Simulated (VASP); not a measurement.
# A VASP study of MgO (r2SCAN): structure first, properties next

Aim: relax MgO with r2SCAN, compute its properties on that cell and hold them against experiment. The steps: relaxing cell and atoms (r2SCAN), second relaxation, single point with fields (r2SCAN), bands along the symmetry lines (r2SCAN), density of states (r2SCAN), zone-centre phonons (r2SCAN), dielectric tensor and Born charges (r2SCAN), optical spectrum (r2SCAN), band structure (HSE06) and bands along the symmetry lines (TB-mBJ). Left out of this account: at least 1 further run (core levels: core levels are not valid at this level). The start is a cell from a database of measured crystal structures.

Main program and level: VASP 6.6.1; r2SCAN; plane waves and PAW (Mg, O), in the first sound run; inputs show where later runs differ.

**Measured values to reproduce.**

For MgO, rock salt (commercial single-crystal MgO(001) substrate), “Fully strained epitaxial Ti1-xMgxN(001) layers” (2019, arxiv:1901.10525) gives, by XRD reciprocal space map, 113 reflection: lattice constant a (cubic lattice constant of substrate) 4.212 ± 0.001 Å.

“Electronic structure of alkaline earth and post-transition metal oxides” (2009, arxiv:0908.1581) quotes from earlier work for MgO, rocksalt (bulk crystal): band gap (literature experimental gap) 7.83 eV [Literature value based on experiment; other listed experimental values range from 7.7 to …].

For MgO, rocksalt (wedged single crystal slab, 295 K), “Infrared Optical Properties of Ferropericlase (Mg1-xFexO): Experiment and Theory” (2007, arxiv:0704.2267) gives, by infrared reflectance, oscillator fit: ε∞ (high-frequency dielectric constant) 2.95 ± 0.1; infrared mode (TO phonon at Gamma (T1u)) 396.5 cm⁻¹.

### 1. The starting structure

Before any relaxation, the start is as follows. It takes space group Fm-3m (No. 225, cubic). The conventional cell has a = 4.212 Å, b = 4.212 Å, c = 4.212 Å, α = 90.00°, β = 90.00°, γ = 90.00°. Mg has 6 O at 2.11 Å nearest. O has 6 Mg at 2.11 Å nearest. Farther neighbours and most contacts between anions are not listed.

### 2. Relaxing cell and atoms (r2SCAN)

Properties are meant for the cell that this level of theory prefers, so cell and atoms are relaxed first (ISIF = 3) until forces and stress are small; EDIFFG sets the threshold. r2SCAN adds the kinetic-energy density, costs more than a GGA and is run with LASPH.

Contents of INCAR:

```
SYSTEM = MgO
PREC = Accurate
ENCUT = 520
EDIFF = 1E-06
NELM = 100
ISMEAR = 0
SIGMA = 0.05
LREAL = .FALSE.
ALGO = Normal
METAGGA = R2SCAN
LASPH = .TRUE.
NBANDS = 10
LORBIT = 11
LWAVE = .FALSE.
LCHARG = .FALSE.
KPAR = 2
IBRION = 2
NSW = 60
ISIF = 3
EDIFFG = -0.01
```

Contents of POSCAR:

```
MgO
1.0
    0.0000000000      2.1060700000      2.1060700000
    2.1060700000      0.0000000000      2.1060700000
    2.1060700000      2.1060700000      0.0000000000
Mg O
1 1
Direct
    0.0000000000      0.0000000000      0.0000000000
    0.5000000000      0.5000000000      0.5000000000
```

Contents of KPOINTS:

```
Automatic mesh
0
Gamma
8 8 8
0 0 0
```

The projector-augmented-wave data sets are Mg and O (PBE family, release 64).

Started as:

```console
> mpirun -np 2 vasp_std
```

Output:

```text
[banner, memory and clock lines left out]
running    2 mpi-ranks, on    1 nodes
 distrk:  each k-point on    1 cores,    2 groups
 distr:  one band on    1 cores,    1 groups

 POSCAR found type information on POSCAR MgO
 POSCAR found :  2 types and       2 ions
|                                                                             |
|               ----> ADVICE to this user running VASP <----                  |
|                                                                             |
|     You enforced a specific xc type in the INCAR file but a different       |
|     [... a line on the potential file left out ...]
|     I HOPE YOU KNOW WHAT YOU ARE DOING!                                     |
|                                                                             |

 LDA part: xc-table for (None), standard interpolation
 POSCAR, INCAR and KPOINTS ok, starting setup
 FFT: planning ... GRIDC
 FFT: planning ... GRID_SOFT
 FFT: planning ... GRID
 WAVECAR not read
 entering main loop
       N       E                     dE             d eps       ncg     rms          rms(c)
DAV:   1     0.564249137848E+01    0.56425E+01   -0.49170E+03   692   0.734E+02
DAV:   2    -0.193790202183E+02   -0.25022E+02   -0.23372E+02   686   0.144E+02
DAV:   3    -0.198456745001E+02   -0.46665E+00   -0.46631E+00   674   0.172E+01
DAV:   4    -0.198468495355E+02   -0.11750E-02   -0.11750E-02   646   0.100E+00
DAV:   5    -0.198468538340E+02   -0.42986E-05   -0.42985E-05   658   0.605E-02    0.682E+00
DAV:   6    -0.160814321040E+02    0.37654E+01   -0.56935E+00   600   0.140E+01    0.195E+00
DAV:   7    -0.161508248249E+02   -0.69393E-01   -0.22034E-01   630   0.365E+00    0.143E+00
DAV:   8    -0.161629884160E+02   -0.12164E-01   -0.55758E-02   588   0.256E+00    0.475E-01
DAV:   9    -0.161602883045E+02    0.27001E-02   -0.85632E-03   620   0.663E-01    0.132E-01
DAV:  10    -0.161602363395E+02    0.51965E-04   -0.95233E-04   626   0.235E-01    0.213E-02
DAV:  11    -0.161602536798E+02   -0.17340E-04   -0.79753E-06   622   0.305E-02    0.613E-03
DAV:  12    -0.161602548499E+02   -0.11701E-05   -0.35249E-07   336   0.480E-03    0.312E-03
DAV:  13    -0.161602547261E+02    0.12377E-06   -0.76475E-07   310   0.645E-03
   1 F= -.16160255E+02 E0= -.16160255E+02  d E =-.161603E+02
 curvature:   0.00 expect dE= 0.000E+00 dE for cont linesearch  0.000E+00
 trial: gam= 0.00000 g(F)=  0.309E-60 g(S)=  0.414E-02 ort = 0.000E+00 (trialstep = 0.100E+01)
 search vector abs. value=  0.414E-02
 bond charge predicted
       N       E                     dE             d eps       ncg     rms          rms(c)
DAV:   1    -0.161775052022E+02   -0.17250E-01   -0.31980E-01   602   0.500E+00    0.922E-01
DAV:   2    -0.161618920384E+02    0.15613E-01   -0.83483E-02   606   0.185E+00    0.117E-01
DAV:   3    -0.161615650746E+02    0.32696E-03   -0.12645E-03   594   0.343E-01    0.504E-02
DAV:   4    -0.161615037883E+02    0.61286E-04   -0.10876E-04   594   0.801E-02    0.201E-02
DAV:   5    -0.161615010786E+02    0.27097E-05   -0.16832E-05   606   0.272E-02    0.224E-03
DAV:   6    -0.161614991870E+02    0.18916E-05   -0.65370E-07   306   0.719E-03    0.119E-03
DAV:   7    -0.161614991252E+02    0.61803E-07   -0.14803E-07   302   0.242E-03
   2 F= -.16161499E+02 E0= -.16161499E+02  d E =-.124440E-02
 trial-energy change:   -0.001244  1 .order   -0.001209   -0.004141    0.001722
 step:   0.7136(harm=  0.7063)  dis= 0.00000  next Energy=   -16.161745 (dE=-0.149E-02)
 bond charge predicted
       N       E                     dE             d eps       ncg     rms          rms(c)
DAV:   1    -0.161630537479E+02   -0.15546E-02   -0.26182E-02   602   0.142E+00    0.264E-01
DAV:   2    -0.161617556613E+02    0.12981E-02   -0.69154E-03   606   0.533E-01    0.329E-02
DAV:   3    -0.161617490962E+02    0.65651E-05   -0.10013E-04   596   0.966E-02    0.141E-02
DAV:   4    -0.161617457537E+02    0.33425E-05   -0.89563E-06   592   0.230E-02    0.573E-03
DAV:   5    -0.161617449000E+02    0.85369E-06   -0.13833E-06   296   0.786E-03
   3 F= -.16161745E+02 E0= -.16161745E+02  d E =-.149017E-02
 curvature:  -0.35 expect dE=-0.398E-07 dE for cont linesearch -0.398E-07
 trial: gam= 0.00000 g(F)=  0.757E-62 g(S)=  0.113E-06 ort =-0.216E-04 (trialstep = 0.943E+00)
 search vector abs. value=  0.113E-06
 reached required accuracy - stopping structural energy minimisation
```

The job ended after 27 s (2 MPI ranks of Intel Xeon Platinum 8259CL at 2.50GHz (Skylake/Cascade Lake), shared host; peak memory 0.27 GiB).

Lines that name or quote the potential files are left out of all logs, and their timing lines are given in words.

OUTCAR, selected parts (step 2):

```text
ion  position               nearest neighbor table
   1  0.000  0.000  0.000-   2 2.11   2 2.11   2 2.11   2 2.11   2 2.11   2 2.11
   2  0.500  0.500  0.500-   1 2.11   1 2.11   1 2.11   1 2.11   1 2.11   1 2.11

  LATTYP: Found a face centered cubic cell.
 ALAT       =     4.2121400000

 Subroutine GETGRP returns: Found 48 space group operations
 (whereof 48 operations were pure point group operations)

The static configuration has the point symmetry O_h .

 Found     29 irreducible k-points:

   k-points           NKPTS =     29   k-points in BZ     NKDIM =     29   number of bands    NBANDS=     10

   dimension x,y,z NGX =    24 NGY =   24 NGZ =   24
   dimension x,y,z NGXF=    48 NGYF=   48 NGZF=   48

   ENCUT  =  520.0 eV  38.22 Ry    6.18 a.u.   5.54  5.54  5.54*2*pi/ulx,y,z

   NELECT =       8.0000    total number of electrons

 k-points in reciprocal lattice and weights: Automatic mesh
   0.00000000  0.00000000  0.00000000       0.002
   0.12500000  0.00000000  0.00000000       0.016
   0.25000000  0.00000000  0.00000000       0.016
   0.37500000  0.00000000  0.00000000       0.016
   0.50000000  0.00000000  0.00000000       0.008
   0.12500000  0.12500000  0.00000000       0.012
   0.25000000  0.12500000  0.00000000       0.047
   0.37500000  0.12500000  0.00000000       0.047
   0.50000000  0.12500000  0.00000000       0.047
[...]
-0.37500000  0.50000000  0.12500000       0.023
  -0.25000000  0.50000000  0.25000000       0.012

 average (electrostatic) potential at core
       1 -38.1568       2 -73.1957

 E-fermi :   3.1100

 k-point     1 :       0.0000    0.0000    0.0000
  band No.  band energies     occupation
      1     -15.3973      2.00000
      2       2.8667      2.00000
      3       2.8667      2.00000
      4       2.8667      2.00000
      5       8.5965      0.00000
      6      19.7730      0.00000
      7      19.7730      0.00000
      8      19.7730      0.00000
      9      23.9538      0.00000
    ...

 k-point     2 :       0.1250    0.0000    0.0000
  band No.  band energies     occupation
      1     -15.2333      2.00000
      2       1.9347      2.00000
      3       2.7585      2.00000
      4       2.7585      2.00000
      5       9.4970      0.00000
      6      18.0970      0.00000
      7      20.1585      0.00000
      8      20.1585      0.00000
      9      24.7948      0.00000
    ...

 k-point     3 :       0.2500    0.0000    0.0000
  band No.  band energies     occupation
      1     -14.8090      2.00000
      2       0.2060      2.00000
      3       2.5090      2.00000
      4       2.5090      2.00000
      5      10.9705      0.00000
      6      16.5822      0.00000
      7      20.7198      0.00000
      8      20.7198      0.00000
      9      24.4095      0.00000
    ...

  Total        0.0012479      0.0012479      0.0012479      0.0000000     -0.0000000      0.0000000
  in kB        0.1083486      0.1083486      0.1083486      0.0000000     -0.0000000      0.0000000
  external PRESSURE =       0.1083486 kB  Pullay stress =       0.0000000 kB

  energy-cutoff  :      520.00
  volume of cell :       18.45
      direct lattice vectors                 reciprocal lattice vectors
     0.000000000  2.097398094  2.097398094    -0.238390605  0.238390605  0.238390605
     2.097398094 -0.000000000  2.097398094     0.238390605 -0.238390605  0.238390605
     2.097398094  2.097398094  0.000000000     0.238390605  0.238390605 -0.238390605

 POSITION                                       TOTAL-FORCE (eV/Angst)
 -----------------------------------------------------------------------------------
      0.00000     -0.00000      0.00000         0.000000      0.000000     -0.000000
      2.09740      2.09740      2.09740        -0.000000     -0.000000      0.000000
 -----------------------------------------------------------------------------------
    total drift:                               -0.000000     -0.000000      0.000000

  FREE ENERGIE OF THE ION-ELECTRON SYSTEM (eV)
  ---------------------------------------------------
  free  energy   TOTEN  =       -16.1617449000 eV

  energy  without entropy=      -16.1617449000  energy(sigma->0) =      -16.16174490

 reached required accuracy - stopping structural energy minimisation

 total charge
# of ion       s       p       d       tot
------------------------------------------
    1        0.141   0.178   0.076   0.395
    2        1.545   3.595   0.000   5.140
--------------------------------------------------
tot          1.686   3.773   0.076   5.535

[... 3 further parts left out ...]
```

CONTCAR:

```
MgO
   1.00000000000000
     0.0000000000000000    2.0973980938441801    2.0973980938441801
     2.0973980938441801   -0.0000000000000000    2.0973980938441801
     2.0973980938441801    2.0973980938441801    0.0000000000000000
  Mg              O
     1     1
Direct
     0.0000000000000000    0.0000000000000000    0.0000000000000000
     0.5000000000000000    0.5000000000000000    0.5000000000000000
```

The gap is read on the k-mesh alone, so it is an upper bound where the band edges lie off the mesh, and a coarse mesh can show a gap where there is none. The PAW data sets were made with PBE, which is usual practice but a small mismatch for other functionals. The run keeps the 48 symmetry operations of its start, so it cannot find a distortion of lower symmetry.

The steps of the relaxation:

```csv
step,energy less that of the first step (eV),largest force (eV/Å),pressure (GPa),volume (Å³)
1,0.0000,0.0000,-2.05,18.68
2,-0.0012,0.0000,0.87,18.36
3,-0.0015,0.0000,0.01,18.45
```

```csv
"conventional cell, symmetrised",before,after,change
a (Å),4.212,4.195,-0.4 %
b (Å),4.212,4.195,-0.4 %
c (Å),4.212,4.195,-0.4 %
volume (Å³/atom),9.34,9.23,-1.2 %
```

Final coordinates:

```xyz
2
Lattice="0.0000 2.0974 2.0974 2.0974 0.0000 2.0974 2.0974 2.0974 0.0000" Properties=species:S:1:pos:R:3 pbc="T T T"
Mg    0.0000    0.0000    0.0000
O     2.0974    2.0974    2.0974
```

This step gave:

```yaml
electrons: 8
bands: 10
irreducible_k_points: 29
symmetry_operations: 48
free_energy_toten: -16.16 eV
fermi_energy: 3.11 eV
pressure: 0.01083 GPa
metallic_judged_on_the_points_sampled: no
valence_top_at_k: 0, 0, 0
conduction_bottom_at_k: 0, 0, 0
least_direct_gap_at_k: 0, 0, 0
scf_cycles_over_all_ionic_steps: 25
gap_on_the_k_mesh: 5.730 eV
least_direct_gap_on_the_k_mesh: 5.730 eV
```

It ends with forces that vanish by symmetry and a pressure of 0.01 GPa. The volume lies -1.2 % from that of the database's start, part of which can be the thermal and zero-point expansion of its experiment.

### 3. Second relaxation

A relaxation keeps the plane waves of the cell it began with, so it is repeated from the new cell, on a basis made for it.

INCAR is that of step 2.

Contents of POSCAR:

```
MgO
1.0
    0.0000000000      2.0973980938      2.0973980938
    2.0973980938      0.0000000000      2.0973980938
    2.0973980938      2.0973980938      0.0000000000
Mg O
1 1
Direct
    0.0000000000      0.0000000000      0.0000000000
    0.5000000000      0.5000000000      0.5000000000
```

KPOINTS is that of step 2.

Started as:

```console
> mpirun -np 2 vasp_std
```

Output:

```text
[banner, memory and clock lines left out]
running    2 mpi-ranks, on    1 nodes
 distrk:  each k-point on    1 cores,    2 groups
 distr:  one band on    1 cores,    1 groups

 POSCAR found type information on POSCAR MgO
 POSCAR found :  2 types and       2 ions
 [... a notice as in an earlier step ...]

 LDA part: xc-table for (None), standard interpolation
 POSCAR, INCAR and KPOINTS ok, starting setup
 FFT: planning ... GRIDC
 FFT: planning ... GRID_SOFT
 FFT: planning ... GRID
 WAVECAR not read
 entering main loop
       N       E                     dE             d eps       ncg     rms          rms(c)
DAV:   1     0.865732357341E+01    0.86573E+01   -0.48521E+03   692   0.736E+02
DAV:   2    -0.192803365544E+02   -0.27938E+02   -0.27313E+02   654   0.150E+02
DAV:   3    -0.198378237367E+02   -0.55749E+00   -0.55705E+00   672   0.188E+01
DAV:   4    -0.198392623933E+02   -0.14387E-02   -0.14386E-02   640   0.108E+00
DAV:   5    -0.198392676379E+02   -0.52446E-05   -0.52447E-05   664   0.657E-02    0.683E+00
DAV:   6    -0.160847530238E+02    0.37545E+01   -0.56366E+00   596   0.140E+01    0.195E+00
DAV:   7    -0.161521170292E+02   -0.67364E-01   -0.22848E-01   630   0.372E+00    0.143E+00
DAV:   8    -0.161641542503E+02   -0.12037E-01   -0.55759E-02   580   0.255E+00    0.478E-01
DAV:   9    -0.161614034371E+02    0.27508E-02   -0.87630E-03   608   0.671E-01    0.131E-01
DAV:  10    -0.161613484723E+02    0.54965E-04   -0.93871E-04   636   0.236E-01    0.211E-02
DAV:  11    -0.161613656853E+02   -0.17213E-04   -0.80419E-06   630   0.302E-02    0.619E-03
DAV:  12    -0.161613668968E+02   -0.12115E-05   -0.37943E-07   334   0.488E-03    0.312E-03
DAV:  13    -0.161613667577E+02    0.13912E-06   -0.75979E-07   324   0.649E-03
   1 F= -.16161367E+02 E0= -.16161367E+02  d E =-.161614E+02
 curvature:   0.00 expect dE= 0.000E+00 dE for cont linesearch  0.000E+00
 trial: gam= 0.00000 g(F)=  0.687E-66 g(S)=  0.167E-06 ort = 0.000E+00 (trialstep = 0.100E+01)
 search vector abs. value=  0.167E-06
 reached required accuracy - stopping structural energy minimisation
```

Run time: 13 s. Hardware: 2 MPI ranks; peak memory 0.26 GiB; 24 s of CPU time.

From OUTCAR (step 3):

```text
  LATTYP: Found a face centered cubic cell.
 ALAT       =     4.1947961876

The static configuration has the point symmetry O_h .

 Found     29 irreducible k-points:

   ENCUT  =  520.0 eV  38.22 Ry    6.18 a.u.   5.52  5.52  5.52*2*pi/ulx,y,z

   NELECT =       8.0000    total number of electrons

 E-fermi :   3.1101

 k-point     1 :       0.0000    0.0000    0.0000
  band No.  band energies     occupation
      1     -15.3972      2.00000
      2       2.8668      2.00000
      3       2.8668      2.00000
      4       2.8668      2.00000
      5       8.5965      0.00000
      6      19.7729      0.00000
      7      19.7729      0.00000
      8      19.7729      0.00000
      9      23.9537      0.00000
    ...

 k-point     2 :       0.1250    0.0000    0.0000
  band No.  band energies     occupation
      1     -15.2330      2.00000
      2       1.9348      2.00000
      3       2.7587      2.00000
      4       2.7587      2.00000
      5       9.4970      0.00000
      6      18.0969      0.00000
      7      20.1585      0.00000
      8      20.1585      0.00000
      9      24.7949      0.00000
    ...

  Total        0.0015193      0.0015193      0.0015193      0.0000000     -0.0000000      0.0000000
  in kB        0.1319116      0.1319116      0.1319116      0.0000000     -0.0000000      0.0000000
  external PRESSURE =       0.1319116 kB  Pullay stress =       0.0000000 kB

  energy-cutoff  :      520.00
  volume of cell :       18.45
      direct lattice vectors                 reciprocal lattice vectors
     0.000000000  2.097398094  2.097398094    -0.238390605  0.238390605  0.238390605
     2.097398094  0.000000000  2.097398094     0.238390605 -0.238390605  0.238390605
     2.097398094  2.097398094  0.000000000     0.238390605  0.238390605 -0.238390605

 POSITION                                       TOTAL-FORCE (eV/Angst)
 -----------------------------------------------------------------------------------
      0.00000      0.00000      0.00000        -0.000000     -0.000000     -0.000000
      2.09740      2.09740      2.09740         0.000000      0.000000      0.000000
 -----------------------------------------------------------------------------------
    total drift:                               -0.000000     -0.000000      0.000000

  FREE ENERGIE OF THE ION-ELECTRON SYSTEM (eV)
  ---------------------------------------------------
  free  energy   TOTEN  =       -16.1613667577 eV

  energy  without entropy=      -16.1613667577  energy(sigma->0) =      -16.16136676

 total charge
# of ion       s       p       d       tot
------------------------------------------
    1        0.141   0.178   0.076   0.395
    2        1.545   3.595   0.000   5.140
--------------------------------------------------
tot          1.687   3.773   0.076   5.535

[... 5 parts as in an earlier step ...]

[... 6 further parts left out ...]
```

CONTCAR:

```
MgO
   1.00000000000000
     0.0000000000000000    2.0973980937999999    2.0973980937999999
     2.0973980937999999    0.0000000000000000    2.0973980937999999
     2.0973980937999999    2.0973980937999999    0.0000000000000000
  Mg              O
     1     1
Direct
     0.0000000000000000    0.0000000000000000    0.0000000000000000
     0.5000000000000000    0.5000000000000000    0.5000000000000000
```

Little changed from the start: no atom moved by 0.005 Å and no cell edge by 0.1 %.

Numbers from this step:

```yaml
fermi_energy: 3.110 eV
pressure: 0.01319 GPa
scf_cycles_over_all_ionic_steps: 13
```

It ends with forces that vanish by symmetry and a pressure of 0.01 GPa. The volume moved by under 0.01 %: the run met its threshold at the first step.

[end of part 1 of 6]

[Lines on the potential files, build, host, timing and source positions are cut from VASP's logs without a mark.]

[Logs are printed without paths, hosts, clocks, repeated set-up lines and the standing remarks that a program may print on its own settings, such as how far it seeks lower states.]

[Hosts, paths, dates, database ids (printed as entryN), source tags and the programs' standing remarks are cut or masked in the printed files.]

[A measured line is paired with the nearest computed mode of its activity, which favours agreement.]

[In band tables of VASP the shares of atoms and orbitals are scaled to a sum of 1 inside the atoms' spheres.]
